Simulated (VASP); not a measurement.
Crystal: CsTaS2.

```
Cs Ta S
1.0
     3.54238    0.00000    0.00000
    -1.77119    3.06779    0.00000
     0.00000    0.00000    8.26848
Cs Ta S
1 1 2
Direct
  0.00000 0.00000 0.50000
  0.33333 0.66667 0.00000
  0.66667 0.33333 0.18177
  0.66667 0.33333 0.81823
```

The cell was built by a generator and needn't be a form met in nature.

| Property | Result |
| --- | --- |
| Program | VASP 6.6.1 |
| Task | relaxation of cell and atoms |
| Functional | PBE |
| Dispersion | D2 |
| Potentials or basis | VASP PAW PBE potentials, release 64 (Cs_sv, Ta_pv, S) |
| Cutoff | 600 eV |
| k mesh | 7 × 7 × 3 |
| Occupations | fermi-dirac, width 0.05 eV |
| Spin | no spin polarisation |

At the start: pressure 0.2 GPa; volume 22.46 Å³/atom.

Question: How do energy, volume and symmetry change on relaxing?

Answer: Over 9 steps the energy falls by 44.2 meV/atom and the volume is 21.81 Å³/atom (-2.9 %); space group P-6m2 (No. 187, to 0.05 Å).

Step by step:
```csv
step,energy change (eV),largest force (eV/Å),pressure (GPa),volume (Å³)
1,0.0000,0.3852,0.18,89.86
2,-0.1467,0.4254,-1.66,90.00
3,-0.1504,0.3015,-1.38,90.00
4,-0.1653,0.4083,0.85,87.59
5,-0.1653,0.4068,0.88,87.61
6,-0.1759,0.1104,0.32,87.24
7,-0.1768,0.0044,0.13,87.11
8,-0.1768,0.0031,0.11,87.10
9,-0.1768,0.0028,-0.05,87.25
```

Final structure:
```yaml
crystal:
  lattice:
    - [3.61345, 0.00000, 0.00000]
    - [-1.80673, 3.12934, 0.00000]
    - [0.00000, 0.00000, 7.71605]
  atoms:
    - { symbol: Cs, position: [0.00000, 0.00000, 0.50000] }
    - { symbol: Ta, position: [0.33333, 0.66667, 0.00000] }
    - { symbol: S, position: [0.66667, 0.33333, 0.18498] }
    - { symbol: S, position: [0.66667, 0.33333, 0.81502] }
```
